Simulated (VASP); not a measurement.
Input:

```xyz
2
Lattice="0.0000 2.8290 2.8290 2.8290 0.0000 2.8290 2.8290 2.8290 0.0000" Properties=species:S:1:pos:R:3 pbc="T T T"
Ge     0.0000     0.0000     0.0000
Ge     1.4145     1.4145     1.4145
```

The numbers are results of optB88-vdW, VASP's PBE PAW potentials (set 64) (plane waves; VASP), not measurements. Run with 520 eV cut-off, 7×7×7 Γ-centred mesh, Gaussian smearing of 0.050 eV, potentials Ge_d.

Energy and stress use the plane-wave basis of the starting cell.

### Question
The ions, cell shape and volume are relaxed. Give the cell that the relaxation ends in.

### Answer

```xyz
2
Lattice="0.0000 2.8731 2.8731 2.8731 0.0000 2.8731 2.8731 2.8731 0.0000" Properties=species:S:1:pos:R:3 pbc="T T T"
Ge     0.0000     0.0000     0.0000
Ge     1.4365     1.4365     1.4365
```
Space group Fd-3m (227), at a tolerance of 0.03 Å.

### Question
How do energy and volume change from the first to the last step?

### Answer
The energy (σ→0) changes by -10.3 meV/atom and the volume by +4.7 %, in 5 ionic steps.

The compound is Ge in the diamond structure. This run relaxes it. Symmetry was kept, so distortions that lower it aren't found.
